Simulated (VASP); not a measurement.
A VASP calculation is set up with these files.

POSCAR:
```
Rb
4.8930440
 -0.5773502139   0.5773502139   0.5773502139
  0.5773502139  -0.5773502139   0.5773502139
  0.5773502139   0.5773502139  -0.5773502139
Rb
1
Cart
  0.0000000000   0.0000000000   0.0000000000
```

### INCAR
```
LASPH = .True.
GGA = PE   ! PBE
ISMEAR = -1
NELM = 100
LCHARG = .False.
EDIFF = 1E-6   ! SCF stop (eV)
LMAXMIX = 4   ! l cut-off of mixed one-centre charges
ISIF = 2
PREC = Accurate
SIGMA = 0.136   ! width (eV)
LREAL = .False.
ENCUT = 300
SYSTEM = Rb
ALGO = Normal   ! blocked Davidson
LWAVE = .False.
```

KPOINTS:
```
Automatic mesh
0
G
 3 3 3
0 0 0
```

POTCAR, in this order: Rb_sv (PBE.64 set). Program: vasp_std.

**Question.** Write an equivalent input for Ansatz.

**Answer.** One equivalent input (not run):
Ansatz 0.2 input:
```yaml
crystal:
  lattice:
    - [-2.8250000, 2.8250000, 2.8250000]
    - [2.8250000, -2.8250000, 2.8250000]
    - [2.8250000, 2.8250000, -2.8250000]
  atoms:
    - { symbol: Rb, position: [0.0000000, 0.0000000, 0.0000000] }
kpoints:
  mp_grid: { grid: [3, 3, 3] }
hamiltonian:
  xc: pbe
  pseudopotentials: { kind: paw }
scf:
  occupations: { method: fermi_dirac, width: 0.136 }
  max_iter: 100
output: { forces: true, stress: true, eigenvalues: true }
```
Limits of the translation: each code has its own PAW files, so the cut-off isn't converted (ENCUT is set for VASP's; basis.ecutwfc is left out, and Ansatz then takes the one that its files recommend); Ansatz stops its SCF on the density residual and VASP on the energy change (EDIFF).

The structure is a typed Rb crystal. The cell was not relaxed at this level. The k-mesh is coarse (spacing up to 0.52 per Å, 2π included), so the numbers may not be converged in it. The run is one of a series of settings (KPOINTS 3×3×3 Γ-centred mesh against the base run), some of them coarse on purpose.
